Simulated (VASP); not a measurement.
# TiBr2 (R-3m) in VASP: notebook

The runs below take TiBr2 through single point, with LDA+U.

Program: VASP 6.6.1. These are calculated values, not measurements. Logs are shortened: lines on timing, memory, paths and dates and some standing lists are left out, and cuts for length are marked.

**1. The structure**

Symmetry: R-3m, No. 166, trigonal system. Conventional cell: a = 4.143 Å, b = 4.143 Å, c = 18.790 Å, α = 90.00°, β = 90.00°, γ = 120.00°. Around Ti (site symmetry -3m) lie 6 Br at 2.84 Å. Br (site symmetry 3m) has 3 Ti at 2.84 Å as nearest neighbours.

The cell was built by a generator and needn't be a form met in nature.

**2. Single point, LDA+U, collinear spin, ferromagnetic start**

Input file INCAR:

```
SYSTEM = TiBr2
PREC = Accurate
ENCUT = 520
EDIFF = 1E-6
ISMEAR = 0
SIGMA = 0.05
LREAL = .False.
LASPH = .True.
NELM = 60
ALGO = Normal
ISIF = 2
LWAVE = .False.
LCHARG = .False.
ISPIN = 2
MAGMOM = 1 0 0
LORBIT = 11
LMAXMIX = 4
LDAU = .True.
LDAUTYPE = 2
LDAUL = 2 -1
LDAUU = 6 0
LDAUJ = 0 0
LDAUPRINT = 1
```

Input file KPOINTS:

```
regular mesh
0
Gamma
  5 5 5
  0 0 0
```

Input file POSCAR:

```
TiBr2
1.0
    2.0716729200      1.1960809200      6.2634474900
   -2.0716729200      1.1960809200      6.2634474900
    0.0000000000     -2.3921618400      6.2634474900
Ti Br
1 2
Direct
    0.0000000000      0.0000000000      0.0000000000
    0.2520000000      0.2520000000      0.2520000000
    0.7480000000      0.7480000000      0.7480000000
```

Potentials or basis: VASP PAW LDA potentials, release 64 (Ti_sv, Br).

The run is started by

```console
cat potpaw_LDA.64/Ti_sv/POTCAR potpaw_LDA.64/Br/POTCAR > POTCAR
mpirun -np 1 vasp_std > vasp.out
```

OUTCAR:

```text
SYSTEM = TiBr2
   PREC = Accurate
   ENCUT = 520
   EDIFF = 1E-6
   ISMEAR = 0
   LREAL = .False.
   LASPH = .True.
   NELM = 60
   ISIF = 2
   ISPIN = 2
   LORBIT = 11

 ion  position               nearest neighbor table
   1  0.000  0.000  0.000-   3 2.84   3 2.84   2 2.84   2 2.84   3 2.84   2 2.84
   2  0.252  0.252  0.252-   1 2.84   1 2.84   1 2.84
   3  0.748  0.748  0.748-   1 2.84   1 2.84   1 2.84

  LATTYP: Found a trigonal (rhomboedric) cell.
 ALAT       =     6.7047157072
 COS(alpha) =     0.8090535275

  Lattice vectors:

 A1 = (   2.0716729200,   1.1960809200,   6.2634474900)
 A2 = (  -2.0716729200,   1.1960809200,   6.2634474900)
 A3 = (   0.0000000000,  -2.3921618400,   6.2634474900)

Analysis of symmetry for initial positions (statically):
=====================================================================
 Subroutine PRICEL returns:
 Original cell was already a primitive cell.

 Routine SETGRP: Setting up the symmetry group for a
 trigonal (rhombohedral) supercell.

 Subroutine GETGRP returns: Found 12 space group operations
 (whereof 12 operations were pure point group operations)
 out of a pool of 12 trial point group operations.

The static configuration has the point symmetry D_3d.

Analysis of symmetry for dynamics (positions and initial velocities):
=====================================================================
 Subroutine PRICEL returns:
 Original cell was already a primitive cell.

 Routine SETGRP: Setting up the symmetry group for a
 trigonal (rhombohedral) supercell.

 Subroutine GETGRP returns: Found 12 space group operations
 (whereof 12 operations were pure point group operations)
 out of a pool of 12 trial point group operations.

The dynamic configuration has the point symmetry D_3d.

Analysis of structural, dynamic, and magnetic symmetry:
=====================================================================
 Subroutine PRICEL returns:
 Original cell was already a primitive cell.

 Routine SETGRP: Setting up the symmetry group for a
 trigonal (rhombohedral) supercell.

 Subroutine GETGRP returns: Found 12 space group operations
 (whereof 12 operations were pure point group operations)
 out of a pool of 12 trial point group operations.

The overall configuration has the point symmetry D_3d.

 Subroutine INISYM returns: Found 12 space group operations
 (whereof 12 operations are pure point group operations),
 and found     1 'primitive' translations

----------------------------------------------------------------------------------------

                                     Primitive cell

  volume of cell :      93.1207

  direct lattice vectors                    reciprocal lattice vectors
     2.071672920  1.196080920  6.263447490     0.241350840  0.139343972  0.053218828
    -2.071672920  1.196080920  6.263447490    -0.241350840  0.139343972  0.053218828
     0.000000000 -2.392161840  6.263447490     0.000000000 -0.278687945  0.053218828

  length of vectors
     6.704715707  6.704715707  6.704715708     0.283723835  0.283723835  0.283723834

  position of ions in fractional coordinates (direct lattice)
     0.000000000  0.000000000  0.000000000
     0.252000000  0.252000000  0.252000000
     0.748000000  0.748000000  0.748000000

  ion indices of the primitive-cell ions
   primitive index   ion index
                 1           1
                 2           2
                 3           3

----------------------------------------------------------------------------------------

 KPOINTS: regular mesh

Automatic generation of k-mesh.
 Grid dimensions read from file:
 generate k-points for:    5    5    5

 Generating k-lattice:
[... 83 lines left out ...]
   U (eV)           for each species LDAUU =   6.0  0.0
   J (eV)           for each species LDAUJ =   0.0  0.0
   GGA     = CA    functional components
   LHFCALC =     F    Hartree Fock is set to
   AEXX    =    0.0000 exact exchange contribution
   IVDW    =     0    specifies the selected vdW correction
   LEPSILON=     F    determine dielectric tensor
   LRPA    =     F    only Hartree local field effects (RPA)
 spin polarized calculation
 Gauss-broadening in eV      SIGMA  =   0.05
  energy-cutoff  :      520.00
  volume of cell :       93.12
 maximum number of plane-waves:      2555
 NGX is ok and might be reduce to    50
   NGX = 25   NGY = 25   NGZ = 25

 number of electron      26.0000001 magnetization       0.8546314

 Free energy of the ion-electron system (eV)
  ---------------------------------------------------
  ext. energy  EPLUGINS =         0.00000000
  ---------------------------------------------------
  free energy    TOTEN  =       -12.69707972 eV

  energy without entropy =      -12.69438481  energy(sigma->0) =      -12.69573227

atom =   1  type =  1  l = 2

 onsite density matrix

spin component  1

  0.4185  0.0000 -0.0000 -0.3986  0.0000
  0.0000  0.4902 -0.0000  0.0000 -0.3986
 -0.0000 -0.0000  0.0106  0.0000  0.0000
 -0.3986  0.0000  0.0000  0.4902 -0.0000
  0.0000 -0.3986  0.0000 -0.0000  0.4185

spin component  2

  0.0205  0.0000 -0.0000  0.0174  0.0000
  0.0000  0.0281  0.0000  0.0000  0.0174
 -0.0000  0.0000  0.0074  0.0000  0.0000
  0.0174  0.0000  0.0000  0.0281 -0.0000
  0.0000  0.0174  0.0000 -0.0000  0.0205

 occupancies and eigenvectors

  o =  0.0065  v =  0.0000  0.0000  0.0000  0.0000  0.0000 -0.7794  0.0000 -0.0000  0.6265  0.0000      0.0000  0.0000  0.0000  0.0000  0.0000  0.0000  0.0000  0.0000  0.0000  0.0000
  o =  0.0065  v =  0.0000  0.0000  0.0000  0.0000  0.0000  0.0000  0.6265  0.0000  0.0000 -0.7794      0.0000  0.0000  0.0000  0.0000  0.0000  0.0000  0.0000  0.0000  0.0000  0.0000
  o =  0.0074  v =  0.0000  0.0000  0.0000  0.0000  0.0000  0.0000  0.0000 -1.0000  0.0000 -0.0000      0.0000  0.0000  0.0000  0.0000  0.0000  0.0000  0.0000  0.0000  0.0000  0.0000
  o =  0.0106  v = -0.0000  0.0000 -1.0000  0.0000  0.0000  0.0000  0.0000  0.0000  0.0000  0.0000      0.0000  0.0000  0.0000  0.0000  0.0000  0.0000  0.0000  0.0000  0.0000  0.0000
  o =  0.0421  v =  0.0000  0.0000  0.0000  0.0000  0.0000 -0.6265  0.0000  0.0000 -0.7794 -0.0000      0.0000  0.0000  0.0000  0.0000  0.0000  0.0000  0.0000  0.0000  0.0000  0.0000
  o =  0.0421  v =  0.0000  0.0000  0.0000  0.0000  0.0000  0.0000  0.7794  0.0000  0.0000  0.6265      0.0000  0.0000  0.0000  0.0000  0.0000  0.0000  0.0000  0.0000  0.0000  0.0000
  o =  0.0541  v = -0.7381 -0.0000 -0.0000 -0.6747 -0.0000  0.0000  0.0000  0.0000  0.0000  0.0000      0.0000  0.0000  0.0000  0.0000  0.0000  0.0000  0.0000  0.0000  0.0000  0.0000
  o =  0.0541  v = -0.0000  0.6747  0.0000 -0.0000  0.7381  0.0000  0.0000  0.0000  0.0000  0.0000      0.0000  0.0000  0.0000  0.0000  0.0000  0.0000  0.0000  0.0000  0.0000  0.0000
  o =  0.8546  v = -0.6747  0.0000 -0.0000  0.7381 -0.0000  0.0000  0.0000  0.0000  0.0000  0.0000      0.0000  0.0000  0.0000  0.0000  0.0000  0.0000  0.0000  0.0000  0.0000  0.0000
  o =  0.8546  v = -0.0000 -0.7381  0.0000  0.0000  0.6747  0.0000  0.0000  0.0000  0.0000  0.0000      0.0000  0.0000  0.0000  0.0000  0.0000  0.0000  0.0000  0.0000  0.0000  0.0000

 number of electron      26.0000001 magnetization       1.9999898

 Free energy of the ion-electron system (eV)
  ---------------------------------------------------
  ext. energy  EPLUGINS =         0.00000000
  ---------------------------------------------------
  free energy    TOTEN  =       -13.17556640 eV

  energy without entropy =      -13.17556640  energy(sigma->0) =      -13.17556640

 E-fermi :   1.6481     XC(G=0):  -8.6373

 val. band max:        1.2485702500   @ k =   0.4000   0.4000   0.0000
 cond. band min:       3.9242578646   @ k =   0.0000   0.0000   0.0000
 fundamental gap:      2.6756876145
 Fermi energy:         1.6480538780

 spin component 1

 k-point     1 :       0.0000    0.0000    0.0000
  band No.  band energies     occupation
      1     -54.6803      1.00000
      2     -31.5048      1.00000
      3     -31.2513      1.00000
      4     -31.2513      1.00000
      5     -13.2993      1.00000
      6     -12.7763      1.00000
[... 375 lines left out ...]
      4     -31.2524      1.00000
      5     -13.0660      1.00000
      6     -12.8936      1.00000
[... 10 lines left out ...]
     17       5.9151      0.00000
     18       6.3260      0.00000
 Fermi energy:         1.6480538780

 spin component 2

 k-point     1 :       0.0000    0.0000    0.0000
  band No.  band energies     occupation
      1     -53.1226      1.00000
      2     -30.1441      1.00000
      3     -29.6365      1.00000
      4     -29.6365      1.00000
      5     -13.2786      1.00000
      6     -12.7705      1.00000
[... 376 lines left out ...]
      5     -13.0478      1.00000
      6     -12.8880      1.00000
[... 10 lines left out ...]
     17       6.7531      0.00000
     18       6.8206      0.00000

------------------------ aborting loop because EDIFF is reached ----------------------------------------

  FORCE on cell =-STRESS in cart. coord.  units (eV):
  Direction    XX          YY          ZZ          XY          YZ          ZX
  --------------------------------------------------------------------------------------
  -------------------------------------------------------------------------------------
  Total       -2.8857644     -2.8857644     -2.1571115      0.0000000      0.0000000      0.0000000
  in kB      -49.6506580    -49.6506581    -37.1139115      0.0000000      0.0000000      0.0000000
  external PRESSURE =     -45.4717425 kB  Pullay stress =       0.0000000 kB

 VOLUME and BASIS-vectors are now :
 -----------------------------------------------------------------------------
  energy-cutoff  :      520.00
  volume of cell :       93.12
      direct lattice vectors                 reciprocal lattice vectors
     2.071672920  1.196080920  6.263447490     0.241350840  0.139343972  0.053218828
    -2.071672920  1.196080920  6.263447490    -0.241350840  0.139343972  0.053218828
     0.000000000 -2.392161840  6.263447490     0.000000000 -0.278687945  0.053218828

 POSITION                                       TOTAL-FORCE (eV/Angst)
 -----------------------------------------------------------------------------------
      0.00000      0.00000      0.00000         0.000000     -0.000000     -0.000000
      0.00000      0.00000      4.73517         0.000000     -0.000000      0.579207
      0.00000      0.00000     14.05518         0.000000      0.000000     -0.579207
 -----------------------------------------------------------------------------------
    total drift:                                0.000000      0.000000     -0.000000

  FREE ENERGIE OF THE ION-ELECTRON SYSTEM (eV)
  ---------------------------------------------------
  free  energy   TOTEN  =       -13.1755664015 eV

  energy  without entropy=      -13.1755664015  energy(sigma->0) =      -13.17556640

 total charge

# of ion       s       p       d       tot
------------------------------------------
    1        2.104   6.022   1.918  10.045
    2        1.607   3.250   0.011   4.867
    3        1.607   3.250   0.011   4.867
--------------------------------------------------
tot          5.317  12.522   1.940  19.780

 magnetization (x)

# of ion       s       p       d       tot
------------------------------------------
    1        0.012   0.008   1.714   1.735
    2       -0.000  -0.015   0.004  -0.012
    3       -0.000  -0.015   0.004  -0.012
--------------------------------------------------
tot          0.012  -0.022   1.721   1.711
```

Wall time 2.6 min (1 thread of Intel Xeon Platinum 8488C (Sapphire Rapids), shared host); peak memory 0.32 GiB.

What came out:

* Free energy: -13.1756 eV
* Pressure: -4.5 GPa
* Largest force: 0.579 eV/Å
* Band gap on the k mesh: 2.68 eV, indirect (least direct gap 3.28 eV)
* Net moment: 2.00 μB per cell
* Site moments: Ti +1.74; Br -0.01 μB
* Valence electrons inside the program's atomic spheres: Ti 10.04; Br 4.87

Forces in eV/Å, atoms in the order of the input:
```
Ti   0.000  0.000  0.000
Br   0.000  0.000  0.579
Br   0.000  0.000 -0.579
```

Eigenvalues of the final occupation matrices:
| site | spin | trace | eigenvalues |
| --- | --- | --- | --- |
| site 1 d | 1 | 1.83 | 0.01 0.05 0.05 0.85 0.85 |
| site 1 d | 2 | 0.10 | 0.01 0.01 0.01 0.04 0.04 |

Caveat: an odd mesh through Γ misses points on the zone boundary, where band edges often lie.

**3. Single point, LDA+U, collinear spin, zero start**

Input file INCAR:

```
PREC     = Accurate       # precision mode
ENCUT    = 520            # plane-wave cutoff, eV
EDIFF    = 1E-6           # SCF threshold, eV
ISMEAR   = 0              # smearing method
SIGMA    = 0.05           # smearing width, eV
LREAL    = False          # projectors in reciprocal space
LASPH    = True           # aspherical terms in the spheres
NELM     = 60             # most SCF steps
ALGO     = Normal         # electronic algorithm
ISIF     = 2              # what is computed and relaxed
LWAVE    = False          # write WAVECAR
LCHARG   = False          # write CHGCAR
ISPIN    = 2              # spin polarisation
MAGMOM   = 0 0 0          # initial moments
LORBIT   = 11             # projections on sites
LMAXMIX  = 4              # l up to which the mixer works
LDAU     = True           # DFT+U
LDAUTYPE = 2            
LDAUL    = 2 -1           # shell
LDAUU    = 6 0            # U, eV
LDAUJ    = 0 0          
LDAUPRINT= 1            
GGA      = CA             # functional
NBANDS   = 24             # bands
```

Input file KPOINTS:

```
regular mesh
0
Gamma
  5 5 5
```

POSCAR is that of step 2.

Potentials or basis: VASP PAW LDA potentials, release 64 (Ti_sv, Br).

The run is started by

```console
cat potpaw_LDA.64/Ti_sv/POTCAR potpaw_LDA.64/Br/POTCAR > POTCAR
mpirun -np 1 vasp_std > vasp.out
```

Run time: 8.9 min. Hardware: 1 thread of Intel Xeon Platinum 8488C (Sapphire Rapids), shared host; peak memory 0.34 GiB.

The run converged. Its results:

- Free energy: -10.7980 eV
- Pressure: -7.5 GPa
- Largest force: 0.811 eV/Å
- Band gap on the k mesh: none (metal or under the smearing width)
- Net moment: 0.00 μB per cell
- Valence electrons inside the program's atomic spheres: Ti 9.91; Br 4.84

Forces on the atoms (eV/Å):
```
Ti   0.000  0.000  0.000
Br   0.000  0.000  0.811
Br   0.000  0.000 -0.811
```

Stress tensor (GPa, compression positive):
```
-8.77  0.00  0.00
 0.00 -8.77  0.00
 0.00  0.00 -5.07
```

Levels at points of the mesh, in eV from the Fermi level:
Spin up:
```
           k point  band 11  band 12  band 13  band 14  band 15  band 16
(0.00, 0.00, 0.00)    -3.45    -3.07    -0.28    -0.28     0.72     1.78
```
Spin down:
| k point | band 9 | band 10 | band 11 | band 12 | band 13 | band 14 | band 15 | band 16 | band 17 | band 18 |
| --- | --- | --- | --- | --- | --- | --- | --- | --- | --- | --- |
| (0.00, 0.00, 0.00) | -4.28 | -3.45 | -3.45 | -3.07 | -0.28 | -0.28 | 0.72 | 1.78 | 2.29 | 2.29 |

Eigenvalues of the final occupation matrices:
```tsv
site	spin	trace	eigenvalues
site 1 d	1	0.89	0.02 0.06 0.06 0.38 0.38
site 1 d	2	0.89	0.02 0.06 0.06 0.38 0.38
```

(Part 1 of 2 ends here.)
